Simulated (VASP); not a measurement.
Energy against volume of SrO (rock salt). Calculation: HSE06 screened hybrid, VASP's PBE PAW potentials (set 64) (plane waves; VASP).

| V (Å³/atom) | E (eV/atom) |
|---|---|
| 16.038 | -7.07525 |
| 16.567 | -7.09435 |
| 17.096 | -7.10192 |
| 17.625 | -7.09966 |
| 18.153 | -7.08918 |

Question: Fit a third-order Birch-Murnaghan equation of state.

Answer: 
volume per atom: 17.23 Å³/atom
bulk modulus: 92.3 GPa
pressure derivative of the bulk modulus: 4.49
lattice constant a: 5.165 Å

Measured: bulk modulus 91.0 GPa at 300 K (computed value off by +1.5 %), a 5.160 Å at 300 K (computed value off by +0.1 %), as given by Juan A. Santana et al., The Journal of Chemical Physics (2016), arXiv:1608.06321. The calculation is for a static lattice, while the measured bulk modulus, a hold thermal and zero-point effects, which are part of the difference.

The compound is SrO in the rock salt structure. It was relaxed first. The cell's shape comes from a PBE relaxation.
